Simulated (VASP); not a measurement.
Runs of VASP 6.6.1 on CdHgS2. It takes space group P-4m2 (No. 115, tetragonal). Conventional cell: a = 4.181 Å, b = 4.181 Å, c = 5.884 Å, α = 90.00°, β = 90.00°, γ = 90.00°. Cd (site symmetry -4m2) is surrounded by 4 S at 2.54 Å. S (site symmetry 2mm) is surrounded by 2 Cd at 2.54 Å and 2 Hg at 2.57 Å. Hg (site symmetry -4m2) is surrounded by 4 S at 2.57 Å. The cell was built by a generator and needn't be a form met in nature.

```csv
level,k mesh,exchange at q = 0,grid for exact exchange (PRECFOCK),screening parameter,share of exact exchange,mesh quality,gap on the mesh (eV),pressure (GPa),largest force (eV/Å)
PBEsol,4 × 4 × 4,-,-,-,-,not flagged,0.15,-1.2,0.01
HSE06,4 × 4 × 2,truncated,Normal,0.2079 1/A,-,coarse,1.21,(c),0.06
PBEsol,8 × 8 × 1,-,-,-,-,coarse,0.17,(a),0.04
PBE-based screened hybrid,4 × 4 × 2,truncated,Normal,0.5,0.15,coarse,0.55,(b),0.01
```

Alike in all rows: task single point; potentials or basis VASP PAW PBE potentials, release 64 (Cd, S, Hg); no spin polarisation; cell as given; cutoff (eV) 520; smearing gaussian 0.01 eV.

Question: Fill in the values left out.

Answer: (a) -1.3; (b) 1.3; (c) 0.3.

Caveats: some runs use coarse meshes; the PAW data sets were made with another functional, which shifts forces and pressure a little; spin-orbit coupling is left out, which moves the levels of the heavy elements.

A k mesh can miss the band edges, and the runs leave out spin-orbit coupling on Cd, Hg.
